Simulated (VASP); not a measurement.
# Na2Ta3 (P-3m1) in VASP: reference runs

Reference runs on Na2Ta3: the cell as given.

Everything below comes from runs of VASP 6.6.1. Logs are shortened: lines on timing, memory, paths and dates and some standing lists are left out, and cuts for length are marked.

### Step 1. Starting point

It takes space group P-3m1 (No. 164, trigonal). Conventional cell: a = 3.911 Å, b = 3.911 Å, c = 5.956 Å, α = 90.00°, β = 90.00°, γ = 120.00°. Around Na (site symmetry 3m) lie 7 Ta at 2.36 to 2.67 Å. Ta (site symmetry 3m) is surrounded by 4 Na at 2.36 to 2.44 Å. Ta (site symmetry -3m) is surrounded by 6 Na at 2.67 Å.

The cell was built by a generator and needn't be a form met in nature.

### Step 2. Single point, PBE

Input file INCAR:

```
SYSTEM = Na2Ta3
PREC     = Accurate       ! precision mode
ENCUT    = 520            ! plane-wave cutoff, eV
EDIFF    = 1E-7           ! SCF threshold, eV
ISMEAR   = -1             ! smearing method
SIGMA    = 0.05           ! smearing width, eV
LREAL    = .FALSE.        ! projectors in reciprocal space
LASPH    = .TRUE.         ! aspherical terms in the spheres
NELM     = 80             ! most SCF steps
ALGO     = Normal         ! electronic algorithm
ISIF     = 2              ! what is computed and relaxed
LWAVE    = .FALSE.        ! write WAVECAR
LCHARG   = .FALSE.        ! write CHGCAR
GGA      = PE             ! functional
NBANDS   = 32             ! bands
```

Input file KPOINTS:

```
regular mesh
0
G
  8 8 5
  0 0 0
```

Input file POSCAR:

```
Na2Ta3
1.0
    3.9108538700      0.0000000000      0.0000000000
   -1.9554269300      3.3868988000      0.0000000000
    0.0000000000      0.0000000000      5.9564976100
Na Ta
2 3
Direct
    0.6666666700      0.3333333300      0.7613077200
    0.3333333300      0.6666666700      0.2386922800
    0.6666666700      0.3333333300      0.3511116200
    0.3333333300      0.6666666700      0.6488883800
    0.0000000000      0.0000000000      0.0000000000
```

Potentials or basis: VASP PAW PBE potentials, release 64 (Na_pv, Ta_pv).

Launch:

```bash
$ cat potpaw_PBE.64/Na_pv/POTCAR potpaw_PBE.64/Ta_pv/POTCAR > POTCAR
$ mpirun -np 1 vasp_std > vasp.out
```

OUTCAR:

```text
SYSTEM = Na2Ta3
   PREC = Accurate
   ENCUT = 520
   EDIFF = 1E-7
   ISMEAR = -1
   LREAL = .FALSE.
   LASPH = .TRUE.
   NELM = 80
   ISIF = 2
   GGA = PE

 ion  position               nearest neighbor table
   1  0.667  0.333  0.761-   4 2.36   4 2.36   4 2.36   3 2.44   5 2.67   5 2.67   5 2.67
   2  0.333  0.667  0.239-   3 2.36   3 2.36   3 2.36   4 2.44   5 2.67   5 2.67   5 2.67
   3  0.667  0.333  0.351-   2 2.36   2 2.36   2 2.36   1 2.44   4 2.87   4 2.87   4 2.87   5 3.08
                             5 3.08   5 3.08
   4  0.333  0.667  0.649-   1 2.36   1 2.36   1 2.36   2 2.44   3 2.87   3 2.87   3 2.87   5 3.08
                             5 3.08   5 3.08
   5  0.000  0.000  0.000-   1 2.67   2 2.67   2 2.67   1 2.67   1 2.67   2 2.67   3 3.08   4 3.08
                             3 3.08   4 3.08   3 3.08   4 3.08

  LATTYP: Found a hexagonal cell.
 ALAT       =     3.9108538700
 C/A-ratio  =     1.5230683140

  Lattice vectors:

 A1 = (   3.9108538700,   0.0000000000,   0.0000000000)
 A2 = (  -1.9554269300,   3.3868988000,   0.0000000000)
 A3 = (   0.0000000000,   0.0000000000,   5.9564976100)

Analysis of symmetry for initial positions (statically):
=====================================================================
 Subroutine PRICEL returns:
 Original cell was already a primitive cell.

 Routine SETGRP: Setting up the symmetry group for a
 hexagonal supercell.

 Subroutine GETGRP returns: Found 12 space group operations
 (whereof 12 operations were pure point group operations)
 out of a pool of 24 trial point group operations.

The static configuration has the point symmetry D_3d.

Analysis of symmetry for dynamics (positions and initial velocities):
=====================================================================
 Subroutine PRICEL returns:
 Original cell was already a primitive cell.

 Routine SETGRP: Setting up the symmetry group for a
 hexagonal supercell.

 Subroutine GETGRP returns: Found 12 space group operations
 (whereof 12 operations were pure point group operations)
 out of a pool of 24 trial point group operations.

The dynamic configuration has the point symmetry D_3d.

 Subroutine INISYM returns: Found 12 space group operations
 (whereof 12 operations are pure point group operations),
 and found     1 'primitive' translations

----------------------------------------------------------------------------------------

                                     Primitive cell

  volume of cell :      78.8978

  direct lattice vectors                    reciprocal lattice vectors
     3.910853870  0.000000000  0.000000000     0.255698636  0.147627676  0.000000000
    -1.955426930  3.386898800  0.000000000     0.000000000  0.295255353  0.000000000
     0.000000000  0.000000000  5.956497610     0.000000000  0.000000000  0.167883892

  length of vectors
     3.910853870  3.910853866  5.956497610     0.295255352  0.295255353  0.167883892

  position of ions in fractional coordinates (direct lattice)
     0.666666670  0.333333330  0.761307720
     0.333333330  0.666666670  0.238692280
     0.666666670  0.333333330  0.351111620
     0.333333330  0.666666670  0.648888380
     0.000000000  0.000000000  0.000000000

  ion indices of the primitive-cell ions
   primitive index   ion index
                 1           1
                 2           2
                 3           3
                 4           4
                 5           5

----------------------------------------------------------------------------------------

 KPOINTS: regular mesh

Automatic generation of k-mesh.
 Grid dimensions read from file:
 generate k-points for:    8    8    5

 Generating k-lattice:

  Cartesian coordinates                     Fractional coordinates (reciprocal lattice)
     0.031962329  0.018453460  0.000000000     0.125000000  0.000000000  0.000000000
     0.000000000  0.036906919  0.000000000     0.000000000  0.125000000  0.000000000
     0.000000000  0.000000000  0.033576778     0.000000000  0.000000000  0.200000000

  Length of vectors
     0.036906919  0.036906919  0.033576778

  Shift w.r.t. Gamma in fractional coordinates (k-lattice)
     0.000000000  0.000000000  0.000000000

 Subroutine IBZKPT returns following result:
 ===========================================

 Found     40 irreducible k-points:

 Following reciprocal coordinates:
            Coordinates               Weight
  0.000000  0.000000  0.000000      1.000000
  0.125000 -0.000000  0.000000      6.000000
  0.250000 -0.000000  0.000000      6.000000
  0.375000 -0.000000  0.000000      6.000000
  0.500000 -0.000000  0.000000      3.000000
  0.125000  0.125000  0.000000      6.000000
[... 16 lines left out ...]
 -0.125000  0.500000  0.200000     12.000000
  0.250000  0.250000  0.200000     12.000000
 [... further k-points ...]
   k-points           NKPTS =     40   k-points in BZ     NKDIM =     40   number of bands    NBANDS=     32
   number of dos      NEDOS =    301   number of ions     NIONS =      5
   total plane-waves  NPLWV =  43200
   dimension x,y,z NGX =    30 NGY =   30 NGZ =   48
   dimension x,y,z NGXF=    60 NGYF=   60 NGZF=   96
   ions per type =               2   3
   NGX,Y,Z   is equivalent  to a cutoff of  12.75, 12.75, 13.40 a.u.
   NGXF,Y,Z  is equivalent  to a cutoff of  25.51, 25.51, 26.79 a.u.
 SYSTEM =  Na2Ta3
   PREC   = accura    normal or accurate (medium, high low for compatibility)
   ISTART =      0    job   : 0-new  1-cont  2-samecut
   ICHARG =      2    charge: 1-file 2-atom 10-const
   ISPIN  =      1    spin polarized calculation?
   LNONCOLLINEAR =      F non collinear calculations
   LSORBIT =      F    spin-orbit coupling
   LASPH  =      T    aspherical Exc in radial PAW
   ENCUT  =  520.0 eV  38.22 Ry    6.18 a.u.   7.27  7.27 11.08*2*pi/ulx,y,z
   NELM   =     80;   NELMIN=  2; NELMDL= -5     # of ELM steps
   EDIFF  = 0.1E-06   stopping-criterion for ELM
   LREAL  =      F    real-space projection
   EDIFFG = 0.1E-05   stopping-criterion for IOM
   NSW    =      0    number of steps for IOM
   IBRION =     -1    ionic relax: 0-MD 1-quasi-New 2-CG
   NFREE  =      0    steps in history (QN), initial steepest desc. (CG)
   ISIF   =      2    stress and relaxation
   ISYM   =      2    0-nonsym 1-usesym 2-fastsym
   POTIM  = 0.5000    time-step for ionic-motion
   TEBEG  =    0.0;   TEEND  =   0.0 temperature during run
   PSTRESS=    0.0 pullay stress
   NELECT =      47.0000    total number of electrons
   NUPDOWN=      -1.0000    fix difference up-down
   EMIN   =  10.00;   EMAX   =-10.00  energy-range for DOS
   EFERMI =   0.00;   METHOD = LEGACY
   ISMEAR =    -1;   SIGMA  =   0.05  broadening in eV -4-tet -1-fermi 0-gaus
   EFERMI_NEDOS =   21; number of points for ismear=-14 and -15
   IALGO  =     38    algorithm
   IMIX   =      4    mixing-type and parameters
     AMIX     =   0.40;   BMIX     =  1.00
     AMIX_MAG =   1.60;   BMIX_MAG =  1.00
  volume/ion in A,a.u.               =      15.78       106.49
  Fermi-wavevector in a.u.,A,eV,Ry     =   1.377482  2.603063 25.816456  1.897456
  Thomas-Fermi vector in A             =   2.502631
   LORBIT       =      0    0 simple, 1 ext, 2 COOP (PROOUT), +10 PAW based schemes
   GGA     = PE    functional components
   LHFCALC =     F    Hartree Fock is set to
   AEXX    =    0.0000 exact exchange contribution
   IVDW    =     0    specifies the selected vdW correction
   LEPSILON=     F    determine dielectric tensor
   LRPA    =     F    only Hartree local field effects (RPA)
 non-spin polarized calculation
  energy-cutoff  :      520.00
  volume of cell :       78.90
 maximum number of plane-waves:      2153
 NGX is ok and might be reduce to    30
   NGX = 15   NGY = 15   NGZ = 23

 number of electron      47.0000010 magnetization

 Free energy of the ion-electron system (eV)
  ---------------------------------------------------
  ext. energy  EPLUGINS =         0.00000000
  ---------------------------------------------------
  free energy    TOTEN  =       -23.92584988 eV

  energy without entropy =      -23.90485268  energy(sigma->0) =      -23.91535128

 E-fermi :   5.5624     XC(G=0): -11.8581

 val. band max:        5.5470320210   @ k =   0.3750  -0.0000   0.4000
 cond. band min:       5.5869816817   @ k =   0.2500   0.2500   0.0000
 fundamental gap:      0.0399496607
 Fermi energy:         5.5623871977

 k-point     1 :       0.0000    0.0000    0.0000
  band No.  band energies     occupation
      1     -28.9382      2.00000
      2     -28.9382      2.00000
      3     -28.9227      2.00000
      4     -28.9227      2.00000
      5     -28.8915      2.00000
      6     -28.8269      2.00000
[... 24 lines left out ...]
     31       9.0005      0.00000
     32       9.0005      0.00000

 k-point     2 :       0.1250   -0.0000    0.0000
  band No.  band energies     occupation
      1     -29.0116      2.00000
      2     -28.9839      2.00000
      3     -28.9571      2.00000
      4     -28.8849      2.00000
      5     -28.8266      2.00000
      6     -28.7968      2.00000
[... 24 lines left out ...]
     31       8.9316      0.00000
     32       9.1512      0.00000

 k-point     3 :       0.2500   -0.0000    0.0000
  band No.  band energies     occupation
      1     -29.0642      2.00000
      2     -29.0341      2.00000
      3     -29.0138      2.00000
      4     -28.8538      2.00000
      5     -28.8122      2.00000
      6     -28.7681      2.00000
[... 24 lines left out ...]
     31       8.9407      0.00000
     32       9.4521      0.00000

 k-point     4 :       0.3750   -0.0000    0.0000
  band No.  band energies     occupation
      1     -29.0730      2.00000
      2     -29.0705      2.00000
      3     -29.0441      2.00000
      4     -28.8942      2.00000
      5     -28.8365      2.00000
      6     -28.7245      2.00000
[... 654 lines left out ...]
     31       7.8981      0.00000
     32       8.5600      0.00000

 k-point    23 :      -0.1250    0.5000    0.2000
  band No.  band energies     occupation
      1     -29.0948      2.00000
      2     -29.0779      2.00000
      3     -29.0196      2.00000
      4     -28.9169      2.00000
      5     -28.8490      2.00000
      6     -28.7525      2.00000
[... 24 lines left out ...]
     31       8.0883      0.00000
     32       8.2745      0.00000

 k-point    24 :       0.2500    0.2500    0.2000
  band No.  band energies     occupation
      1     -29.1019      2.00000
      2     -29.0332      2.00000
      3     -28.9815      2.00000
      4     -28.9727      2.00000
      5     -28.8669      2.00000
      6     -28.7898      2.00000
[... 24 lines left out ...]
     31       8.3114      0.00000
     32       8.5715      0.00000

 [... further k-points ...]
[... 5 lines left out ...]
  --------------------------------------------------------------------------------------
  -------------------------------------------------------------------------------------
  Total       20.8162005     20.8162005     16.8555410      0.0000000      0.0000000     -0.0000000
  in kB      422.7146150    422.7146145    342.2854978      0.0000006      0.0000000     -0.0000000
  external PRESSURE =     395.9049091 kB  Pullay stress =       0.0000000 kB

 VOLUME and BASIS-vectors are now :
 -----------------------------------------------------------------------------
  energy-cutoff  :      520.00
  volume of cell :       78.90
      direct lattice vectors                 reciprocal lattice vectors
     3.910853870  0.000000000  0.000000000     0.255698636  0.147627676  0.000000000
    -1.955426930  3.386898800  0.000000000     0.000000000  0.295255353  0.000000000
     0.000000000  0.000000000  5.956497610     0.000000000  0.000000000  0.167883892

 POSITION                                       TOTAL-FORCE (eV/Angst)
 -----------------------------------------------------------------------------------
      1.95543      1.12897      4.53473        -0.000000      0.000000      3.523752
     -0.00000      2.25793      1.42177         0.000000      0.000000     -3.523752
      1.95543      1.12897      2.09140         0.000000      0.000000     -0.894528
     -0.00000      2.25793      3.86510        -0.000000      0.000000      0.894528
      0.00000      0.00000      0.00000        -0.000000      0.000000      0.000000
 -----------------------------------------------------------------------------------
    total drift:                               -0.000000      0.000000      0.000000

  FREE ENERGIE OF THE ION-ELECTRON SYSTEM (eV)
  ---------------------------------------------------
  free  energy   TOTEN  =       -23.9258498764 eV

  energy  without entropy=      -23.9048526755  energy(sigma->0) =      -23.91535128
```

Wall time 89 s (1 thread of Intel Xeon Platinum 8259CL at 2.50GHz (Skylake/Cascade Lake), shared host); peak memory 0.24 GiB.

Results:

| Property | Result |
| --- | --- |
| Free energy | -23.9258 eV |
| Pressure | 39.6 GPa |
| Largest force | 3.524 eV/Å |
| Band gap on the k mesh | none (metal or under the smearing width) |

Forces in eV/Å, atoms in the order of the input:
```
Na   0.000  0.000  3.524
Na   0.000  0.000 -3.524
Ta   0.000  0.000 -0.895
Ta   0.000  0.000  0.895
Ta   0.000  0.000  0.000
```

Caveat: a pressure of tens of GPa on the cell as given is suspect, and the run, the potentials or the cell itself is likely at fault; forces of over 1 eV/Å show positions far from the minimum, so gaps and moduli don't describe the material at rest.
